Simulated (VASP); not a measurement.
Input:

```yaml
crystal:
  lattice:
    - [0.00000, 2.85665, 2.85665]
    - [2.85665, 0.00000, 2.85665]
    - [2.85665, 2.85665, 0.00000]
  atoms:
    - { symbol: Na, position: [0.00000, 0.00000, 0.00000] }
    - { symbol: Cl, position: [0.50000, 0.50000, 0.50000] }
```

Calculation: LDA (Ceperley-Alder, Perdew-Zunger), VASP's LDA PAW potentials (set 64) (plane waves; VASP). Settings: 300 eV cut-off, 10×10×10 Γ-centred mesh, Gaussian smearing of 0.010 eV, potentials Na_pv Cl.

At this cut-off the stress carries a Pulay error, which pulls relaxed volumes low.

Task: Give the stress tensor in GPa (positive for a compressed cell).

Result: 
```
-3.36   0.00   0.00
 0.00  -3.36   0.00
 0.00   0.00  -3.36
```
The pressure is its mean diagonal, -3.36 GPa.

The structure comes from a computed database's NaCl entry; how it stands against other phases isn't given here. The cell was not relaxed at this level.
